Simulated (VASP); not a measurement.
FeGe (B20) is relaxed at rising pressure, each step from the one before. Symmetry mostly holds the structure type, and other phases were not tried. The mesh follows the cell, and a change of mesh leaves a small step in the series.

Consider the following.

Space group P2₁3 (No. 198); a = b = c = 4.5418 Å, α = β = γ = 90.00°

```json
[
 {"atom": "Fe", "site": "4a", "symmetry": ".3.", "x": "0.1349", "y": "0.1349", "z": "0.1349"},
 {"atom": "Ge", "site": "4a", "symmetry": ".3.", "x": "0.8386", "y": "0.8386", "z": "0.8386"}
]
```

The numbers are results of LDA (Ceperley-Alder, Perdew-Zunger), VASP's LDA PAW potentials (set 64) (plane waves; VASP 6.6.1), not measurements. Numerical set-up: 500 eV cut-off, 5×5×5 Γ-centred mesh, Gaussian smearing of 0.050 eV, potentials Fe Ge_d.

```
P (GPa)  V (Å³/atom)  H − H(0) (eV/atom)  space group  k-mesh
-------  -----------  ------------------  -----------  ------
0              11.71               0.000        P2_13   5×5×5
5              11.45               0.362        P2_13   5×5×5
10             11.22               0.715        P2_13   5×5×5
20               [?]                 [?]        P2_13   5×5×5
30               [?]                 [?]        P2_13   5×5×5
45             10.10               3.033        P2_13   5×5×5
```

Some entries are withheld; supply them.

- 20, V (Å³/atom): 10.83
- 20, H − H(0) (eV/atom): 1.403
- 30, V (Å³/atom): 10.50
- 30, H − H(0) (eV/atom): 2.069

Pressures at which the relaxation failed are left out.

The compound is FeGe in the B20 structure. The run is not spin-polarised, so no magnetic state was tried.
